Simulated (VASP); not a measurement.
Output of a VASP run:

### OSZICAR
```
       N       E                     dE             d eps       ncg     rms          rms(c)
DAV:   1     0.478084565347E+02    0.47808E+02   -0.68467E+03  7432   0.118E+03
DAV:   2    -0.114742769264E+02   -0.59283E+02   -0.56539E+02  7630   0.448E+02
DAV:   3    -0.130767377552E+02   -0.16025E+01   -0.15692E+01  6283   0.519E+01
DAV:   4    -0.131529292111E+02   -0.76191E-01   -0.73725E-01  7083   0.693E+00
DAV:   5    -0.131536115306E+02   -0.68232E-03   -0.68210E-03  6175   0.642E-01    0.275E+01
DAV:   6    -0.129134323672E+02    0.24018E+00   -0.31331E+00  7525   0.171E+01    0.126E+01
DAV:   7    -0.128295447100E+02    0.83888E-01   -0.14353E+00  8113   0.168E+01    0.958E+00
DAV:   8    -0.127416305408E+02    0.87914E-01   -0.40590E-01  7011   0.622E+00    0.733E-01
DAV:   9    -0.127418317246E+02   -0.20118E-03   -0.88454E-03  7452   0.972E-01    0.646E-01
DAV:  10    -0.127417018700E+02    0.12985E-03   -0.56553E-04  7237   0.312E-01    0.288E-02
DAV:  11    -0.127417015346E+02    0.33544E-06   -0.11570E-05  7160   0.517E-02    0.210E-02
DAV:  12    -0.127417007217E+02    0.81286E-06   -0.53515E-07  3401   0.210E-02
   1 F= -.12741701E+02 E0= -.12731258E+02  d E =-.208857E-01
```

### OUTCAR
```
------------------------ aborting loop because EDIFF is reached ----------------------------------------
  FORCE on cell =-STRESS in cart. coord.  units (eV):
  Direction    XX          YY          ZZ          XY          YZ          ZX
  --------------------------------------------------------------------------------------
  Total       -0.5600570     -0.5645319     -0.5580483      0.0082443      0.0012493      0.0006964
  in kB      -22.6371118    -22.8179876    -22.5559242      0.3332273      0.0504940      0.0281494
  external PRESSURE =     -22.6703412 kB  Pullay stress =       0.0000000 kB
  volume of cell :       39.64
      direct lattice vectors                 reciprocal lattice vectors
     3.409630000  0.000000000  0.000000000     0.293286955  0.000000000  0.000000000
     0.000000000  3.409630000  0.000000000     0.000000000  0.293286955  0.000000000
     0.000000000  0.000000000  3.409630000     0.000000000  0.000000000  0.293286955
 POSITION                                       TOTAL-FORCE (eV/Angst)
 -----------------------------------------------------------------------------------
      0.01139      0.02026      0.00172        -0.061362     -0.108742     -0.009279
      1.69342      1.68455      1.70309         0.061362      0.108742      0.009279
 -----------------------------------------------------------------------------------
    total drift:                                0.000202      0.000248      0.000024
  FREE ENERGIE OF THE ION-ELECTRON SYSTEM (eV)
  ---------------------------------------------------
  free  energy   TOTEN  =       -12.7417007217 eV

  energy  without entropy=      -12.7208150464  energy(sigma->0) =      -12.73125788
```
(Selected blocks of OUTCAR.)

POSCAR:
```
LuPd
1
    3.4096300000     0.0000000000     0.0000000000
    0.0000000000     3.4096300000     0.0000000000
    0.0000000000     0.0000000000     3.4096300000
Lu Pd
1 1
Direct
  0.0033420000   0.0059420000   0.0005050000
  0.4966580000   0.4940580000   0.4994950000
```

Question: Reconstruct the remaining input files.

Answer: Several could match; the one computed here: the input of the run itself, PBEsol GGA, plane waves, VASP's PBE PAW potentials (set 64).

**INCAR**
```
ALGO = Normal
EDIFF = 1E-6
ENCUT = 300
GGA = PS
ISIF = 2
ISMEAR = 0
LASPH = .TRUE.
LCHARG = .FALSE.
LMAXMIX = 6
LREAL = .FALSE.
LWAVE = .FALSE.
NELM = 100
PREC = Accurate
SIGMA = 0.136
SYSTEM = LuPd
```

### KPOINTS
```
Automatic mesh
0
Gamma
7 7 7
0 0 0
```

POTCAR, in this order: Lu_3 Pd (PBE.64 set). Program: vasp_std.

At this cut-off the stress carries a Pulay error, which pulls relaxed volumes low.

The structure comes from a computed database's LuPd entry; how it stands against other phases isn't given here. The cell was not relaxed at this level, atoms are displaced from their ideal sites. The electron count is odd and the run is not spin-polarised, which forces a metal.
